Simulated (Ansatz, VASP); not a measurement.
## Hf3Si2 (Hf3Si2 (P4/mbm)): VASP beside Ansatz

Wanted: the spread between two codes on one cell, functional and k mesh. The cell is taken from a series of runs on this material, whose earlier steps may have relaxed, scaled, displaced or heated it; both programs get it as it stands.

Calculated with Ansatz 0.2.0; plane waves, with VASP 6.6.1 beside it; relaxation of cell and atoms at r2SCAN.

## (1) Starting point

Symmetry: P4/mbm, No. 127, tetragonal system. The conventional cell has a = 6.990 Å, b = 6.990 Å, c = 3.663 Å, α = 90.00°, β = 90.00°, γ = 90.00°. Nearest to Hf lie 6 Si at 2.72 to 2.79 Å. Nearest to Hf lie 4 Si at 2.77 Å. Nearest to Si lie 1 Si at 2.44 Å and 8 Hf at 2.72 to 2.79 Å. Farther neighbours are not listed.

## (2) VASP: relaxation of cell and atoms, r2SCAN

The relaxed volume is the usual yardstick between codes: in a stiff, nearly cubic crystal its relative difference is about their pressure difference at one cell divided by the bulk modulus.

Lines of VASP's logs that name or quote its potential files are left out, and so is its time.

INCAR reads:

```
SYSTEM = Hf3Si2
PREC = Accurate
ENCUT = 550
EDIFF = 1E-07
NELM = 120
ISMEAR = -1
SIGMA = 0.05
LREAL = .FALSE.
ALGO = Normal
METAGGA = R2SCAN
LASPH = .TRUE.
NBANDS = 48
LORBIT = 11
LWAVE = .FALSE.
LCHARG = .FALSE.
ISIF = 3
IBRION = 2
NSW = 80
EDIFFG = -0.005
GGA_COMPAT = .FALSE.
NELMIN = 4
LMIXTAU = .TRUE.
KPAR = 2
```

POSCAR reads:

```
Hf3Si2
1.0
    6.9898520000      0.0000000000      0.0000000000
    0.0000000000      6.9898520000      0.0000000000
    0.0000000000      0.0000000000      3.6632840000
Hf Si
6 4
Direct
    0.6732292758      0.8267707242      0.5000000000
    0.8267707242      0.3267707242      0.5000000000
    0.3267707242      0.1732292758      0.5000000000
    0.1732292758      0.6732292758      0.5000000000
    0.5000000000      0.5000000000      0.0000000000
    0.0000000000      0.0000000000      0.0000000000
    0.6236027601      0.1236027601      0.0000000000
    0.8763972399      0.6236027601      0.0000000000
    0.1236027601      0.3763972399      0.0000000000
    0.3763972399      0.8763972399      0.0000000000
```

KPOINTS reads:

```
Automatic mesh
0
Gamma
6 6 11
0 0 0
```

The projector-augmented-wave data sets are Hf_pv and Si (PBE family, release 64).

On the command line:

```bash
> mpirun -np 2 vasp_std
```

Numbers of over 12 decimals in the logs are rounded to 6 here.

The program printed:

```text
[banner, memory and clock lines left out]
running    2 mpi-ranks, on    1 nodes
 distrk:  each k-point on    1 cores,    2 groups
 distr:  one band on    1 cores,    1 groups

 POSCAR found type information on POSCAR HfSi
 POSCAR found :  2 types and      10 ions
|                                                                             |
|               ----> ADVICE to this user running VASP <----                  |
|                                                                             |
|     You enforced a specific xc type in the INCAR file but a different       |
|     [... a line on the potential file left out ...]
|     I HOPE YOU KNOW WHAT YOU ARE DOING!                                     |
|                                                                             |

 LDA part: xc-table for (None), standard interpolation
 POSCAR, INCAR and KPOINTS ok, starting setup
 FFT: planning ... GRIDC
 FFT: planning ... GRID_SOFT
 FFT: planning ... GRID
 WAVECAR not read
 entering main loop
       N       E                     dE             d eps       ncg     rms          rms(c)
DAV:   1     0.103005425722E+03    0.10301E+03   -0.42469E+04  5864   0.161E+03
DAV:   2    -0.308824764775E+03   -0.41183E+03   -0.39670E+03  6648   0.380E+02
DAV:   3    -0.333478192182E+03   -0.24653E+02   -0.23757E+02  7384   0.584E+01
DAV:   4    -0.334077189775E+03   -0.59900E+00   -0.59409E+00  7040   0.952E+00
DAV:   5    -0.334088869573E+03   -0.11680E-01   -0.11665E-01  7032   0.127E+00    0.128E+02
DAV:   6    -0.318217109328E+03    0.15872E+02   -0.69030E+00  6696   0.117E+01    0.744E+01
DAV:   7    -0.306629503451E+03    0.11588E+02   -0.79766E+00  6608   0.135E+01    0.741E+00
DAV:   8    -0.315762641261E+03   -0.91331E+01   -0.71838E+00  6336   0.115E+01    0.221E+01
DAV:   9    -0.316817572423E+03   -0.10549E+01   -0.50774E-01  6776   0.279E+00    0.370E+00
DAV:  10    -0.314401528259E+03    0.24160E+01   -0.10622E+00  6016   0.763E+00    0.512E+00
DAV:  11    -0.314252310172E+03    0.14922E+00   -0.40603E-02  7216   0.981E-01    0.459E+00
DAV:  12    -0.313887239542E+03    0.36507E+00   -0.50912E-02  6672   0.110E+00    0.302E+00
DAV:  13    -0.314119107615E+03   -0.23187E+00   -0.24039E-02  6552   0.613E-01    0.395E+00
DAV:  14    -0.314264429836E+03   -0.14532E+00   -0.68982E-02  6920   0.114E+00    0.103E+00
[...]
DAV:  21    -0.314452508594E+03    0.15032E-03   -0.30989E-04  6664   0.667E-02    0.333E-01
DAV:  22    -0.314452785863E+03   -0.27727E-03   -0.23420E-04  6848   0.843E-02    0.243E-01
DAV:  23    -0.314452764032E+03    0.21832E-04   -0.43033E-05  7320   0.347E-02    0.130E-01
DAV:  24    -0.314452805319E+03   -0.41288E-04   -0.55314E-05  6616   0.445E-02    0.121E-01
DAV:  25    -0.314452799211E+03    0.61082E-05   -0.54121E-06  7072   0.129E-02    0.736E-02
DAV:  26    -0.314452799392E+03   -0.18043E-06   -0.55749E-06  6800   0.114E-02    0.414E-02
DAV:  27    -0.314452798019E+03    0.13726E-05   -0.58903E-06  7336   0.110E-02    0.104E-02
DAV:  28    -0.314452797920E+03    0.99358E-07   -0.77272E-07  6760   0.437E-03
   1 F= -.31445280E+03 E0= -.31442628E+03  d E =-.314453E+03
[...]
2 F= -.31445287E+03 E0= -.31442624E+03  d E =-.685845E-04
[...]
3 F= -.31445287E+03 E0= -.31442625E+03  d E =-.700586E-04
[...]
4 F= -.31445290E+03 E0= -.31442620E+03  d E =-.288739E-04
[...]
5 F= -.31445290E+03 E0= -.31442622E+03  d E =-.317165E-04
[...]
6 F= -.31445290E+03 E0= -.31442623E+03  d E =-.316478E-04
 curvature:  -0.51 expect dE=-0.517E-05 dE for cont linesearch -0.190E-08
 trial: gam= 0.17666 g(F)=  0.811E-05 g(S)=  0.198E-05 ort =-0.647E-06 (trialstep = 0.927E+00)
 search vector abs. value=  0.134E-04
 bond charge predicted
       N       E                     dE             d eps       ncg     rms          rms(c)
DAV:   1    -0.314452890729E+03    0.89000E-05   -0.20764E-03  5856   0.219E-01    0.429E-02
DAV:   2    -0.314452904920E+03   -0.14191E-04   -0.12379E-04  6736   0.493E-02    0.103E-02
DAV:   3    -0.314452904873E+03    0.47703E-07   -0.32324E-06  7184   0.794E-03    0.947E-03
DAV:   4    -0.314452904943E+03   -0.70209E-07   -0.18780E-07  5184   0.215E-03
   7 F= -.31445290E+03 E0= -.31442623E+03  d E =-.531686E-05
 trial-energy change:   -0.000005  1 .order   -0.000007   -0.000009   -0.000004
 step:   1.7089(harm=  1.7089)  dis= 0.00045  next Energy=  -314.452908 (dE=-0.852E-05)
 reached required accuracy - stopping structural energy minimisation
```

Parts of OUTCAR (step 2):

```text
ion  position               nearest neighbor table
   1  0.673  0.827  0.500-   8 2.72   8 2.72  10 2.79   7 2.79   7 2.79  10 2.79   6 3.17   6 3.17
                             5 3.17   5 3.17   3 3.42   2 3.66   4 3.66   2 3.66   4 3.66
   2  0.827  0.327  0.500-   7 2.72   7 2.72   9 2.79   8 2.79   8 2.79   9 2.79   6 3.17   6 3.17
                             5 3.17   5 3.17   4 3.42   3 3.66   1 3.66   1 3.66   3 3.66
   3  0.327  0.173  0.500-   9 2.72   9 2.72  10 2.79   7 2.79   7 2.79  10 2.79   6 3.17   6 3.17
                             5 3.17   5 3.17   1 3.42   2 3.66   4 3.66   4 3.66   2 3.66
   4  0.173  0.673  0.500-  10 2.72  10 2.72   8 2.79   8 2.79   9 2.79   9 2.79   6 3.17   6 3.17
                             5 3.17   5 3.17   2 3.42   1 3.66   3 3.66   3 3.66   1 3.66
   5  0.500  0.500  0.000-   7 2.77   8 2.77   9 2.77  10 2.77   1 3.17   2 3.17   3 3.17   4 3.17
                             1 3.17   2 3.17   3 3.17   4 3.17
   6  0.000  0.000  0.000-   7 2.77   8 2.77   9 2.77  10 2.77   1 3.17   2 3.17   3 3.17   4 3.17
                             1 3.17   2 3.17   3 3.17   4 3.17
   7  0.624  0.124  0.000-  10 2.44   2 2.72   2 2.72   5 2.77   6 2.77   1 2.79   1 2.79   3 2.79
                             3 2.79
   8  0.876  0.624  0.000-   9 2.44   1 2.72   1 2.72   5 2.77   6 2.77   2 2.79   4 2.79   2 2.79
                             4 2.79
   9  0.124  0.376  0.000-   8 2.44   3 2.72   3 2.72   5 2.77   6 2.77   2 2.79   2 2.79   4 2.79
                             4 2.79
  10  0.376  0.876  0.000-   7 2.44   4 2.72   4 2.72   5 2.77   6 2.77   3 2.79   1 2.79   3 2.79
                             1 2.79

  LATTYP: Found a simple tetragonal cell.
 ALAT       =     6.9898520000
 C/A-ratio  =     0.5240860608

 Subroutine GETGRP returns: Found 16 space group operations
 (whereof  8 operations were pure point group operations)

The static configuration has the point symmetry C_4h.
 The point group associated with its full space group is D_4h.

 Found     60 irreducible k-points:

   k-points           NKPTS =     60   k-points in BZ     NKDIM =     60   number of bands    NBANDS=     48

   dimension x,y,z NGX =    54 NGY =   54 NGZ =   28
   dimension x,y,z NGXF=   108 NGYF=  108 NGZF=   56

   ENCUT  =  550.0 eV  40.42 Ry    6.36 a.u.  13.37 13.37  7.01*2*pi/ulx,y,z

   NELECT =      76.0000    total number of electrons

 k-points in reciprocal lattice and weights: Automatic mesh
   0.00000000  0.00000000  0.00000000       0.003
   0.16666667  0.00000000  0.00000000       0.010
   0.33333333  0.00000000  0.00000000       0.010
   0.50000000  0.00000000  0.00000000       0.005
   0.16666667  0.16666667  0.00000000       0.010
   0.33333333  0.16666667  0.00000000       0.020
   0.50000000  0.16666667  0.00000000       0.010
   0.33333333  0.33333333  0.00000000       0.010
   0.50000000  0.33333333  0.00000000       0.010
[...]
0.50000000  0.33333333  0.45454545       0.020
   0.50000000  0.50000000  0.45454545       0.005

 average (electrostatic) potential at core
       1 -41.1144       2 -41.1144       3 -41.1144       4 -41.1144       5 -40.8881
       6 -40.8881       7 -85.1450       8 -85.1450       9 -85.1450      10 -85.1450

 E-fermi :   6.4790

 k-point     1 :       0.0000    0.0000    0.0000
  band No.  band energies     occupation
    ...
     34       5.9009      1.99998
     35       5.9009      1.99998
     36       6.0966      1.99905
     37       6.1902      1.99381
     38       6.2566      1.97685
     39       7.6188      0.00000
     40       7.7377      0.00000
     41       8.1466      0.00000
     42       8.1466      0.00000
     43       8.3457      0.00000
    ...

 k-point     2 :       0.1667    0.0000    0.0000
  band No.  band energies     occupation
    ...
     32       5.1907      2.00000
     33       5.3067      2.00000
     34       5.3396      2.00000
     35       5.5884      2.00000
     36       6.3035      1.94193
     37       6.5439      0.42891
     38       6.8019      0.00313
     39       7.5799      0.00000
     40       7.7153      0.00000
     41       7.7536      0.00000
    ...

 k-point     3 :       0.3333    0.0000    0.0000
  band No.  band energies     occupation
    ...
     32       4.7896      2.00000
     33       4.8878      2.00000
     34       5.2636      2.00000
     35       5.6462      2.00000
     36       6.4122      1.58391
     37       7.1251      0.00000
     38       7.1843      0.00000
     39       7.3136      0.00000
     40       7.3180      0.00000
     41       8.0659      0.00000
    ...

  Total       -0.0102711     -0.0102711      0.0044501      0.0000000      0.0000000      0.0000000
  in kB       -0.0919780     -0.0919780      0.0398511      0.0000000      0.0000000      0.0000000
  external PRESSURE =      -0.0480349 kB  Pullay stress =       0.0000000 kB

  energy-cutoff  :      550.00
  volume of cell :      178.91
      direct lattice vectors                 reciprocal lattice vectors
     6.991299602  0.000000000 -0.000000000     0.143034923  0.000000000  0.000000000
     0.000000000  6.991299602 -0.000000000     0.000000000  0.143034923  0.000000000
    -0.000000000 -0.000000000  3.660391494     0.000000000  0.000000000  0.273194821

 POSITION                                       TOTAL-FORCE (eV/Angst)
 -----------------------------------------------------------------------------------
      4.70621      5.78074      1.83020        -0.002130      0.002130      0.000000
      5.78074      2.28509      1.83020         0.002130      0.002130     -0.000000
      2.28509      1.21056      1.83020         0.002130     -0.002130     -0.000000
      1.21056      4.70621      1.83020        -0.002130     -0.002130      0.000000
      3.49565      3.49565     -0.00000        -0.000000      0.000000     -0.000000
      0.00000     -0.00000      0.00000        -0.000000      0.000000     -0.000000
      4.36081      0.86516     -0.00000         0.000164      0.000164     -0.000000
      6.12614      4.36081      3.66039        -0.000164      0.000164      0.000000
      0.86516      2.63049     -0.00000         0.000164     -0.000164     -0.000000
      2.63049      6.12614      3.66039        -0.000164     -0.000164      0.000000
 -----------------------------------------------------------------------------------
    total drift:                               -0.000000      0.000000      0.000000

  FREE ENERGIE OF THE ION-ELECTRON SYSTEM (eV)
  ---------------------------------------------------
  free  energy   TOTEN  =      -314.4529049430 eV

  energy  without entropy=     -314.3995543198  energy(sigma->0) =     -314.42622963

 reached required accuracy - stopping structural energy minimisation

 total charge
# of ion       s       p       d       tot
------------------------------------------
    1        0.307   6.463   1.629   8.399
    2        0.307   6.463   1.629   8.399
    3        0.307   6.463   1.629   8.399
    4        0.307   6.463   1.629   8.399
    5        0.336   6.489   1.593   8.418
    6        0.336   6.489   1.593   8.418
    7        0.742   0.996   0.000   1.738
    8        0.742   0.996   0.000   1.738
    9        0.742   0.996   0.000   1.738
   10        0.742   0.996   0.000   1.738
--------------------------------------------------
tot          4.868  42.816   9.700  57.384

[... 3 further parts left out ...]
```

CONTCAR:

```
Hf3Si2
   1.00000000000000
     6.9912996022376337    0.0000000000000000   -0.0000000000000000
     0.0000000000000000    6.9912996022376337   -0.0000000000000000
    -0.0000000000000000   -0.0000000000000000    3.6603914937351014
  Hf              Si
     6     4
Direct
     0.6731527863985011    0.8268472136014989    0.5000000000000000
     0.8268472136014989    0.3268472136014990    0.5000000000000000
     0.3268472136014990    0.1731527863985010    0.5000000000000000
     0.1731527863985010    0.6731527863985011    0.5000000000000000
     0.5000000000000000    0.5000000000000000    0.0000000000000000
     0.0000000000000000    0.0000000000000000    0.0000000000000000
     0.6237475796380044    0.1237475796380043    0.0000000000000000
     0.8762524203619956    0.6237475796380044    1.0000000000000000
     0.1237475796380043    0.3762524203619956    0.0000000000000000
     0.3762524203619956    0.8762524203619956    1.0000000000000000
```

The run keeps the 16 symmetry operations of its start, so it cannot find a distortion of lower symmetry.

(Part 1 of 2 ends here.)

[Lines on the potential files, build, host, timing and source positions are cut from VASP's logs without a mark.]

[Logs are printed without paths, hosts, clocks, repeated set-up lines and the standing remarks that a program may print on its own settings, such as how far it seeks lower states.]

[Hosts, paths, dates, database ids (printed as entryN), source tags and the programs' standing remarks are cut or masked in the printed files.]
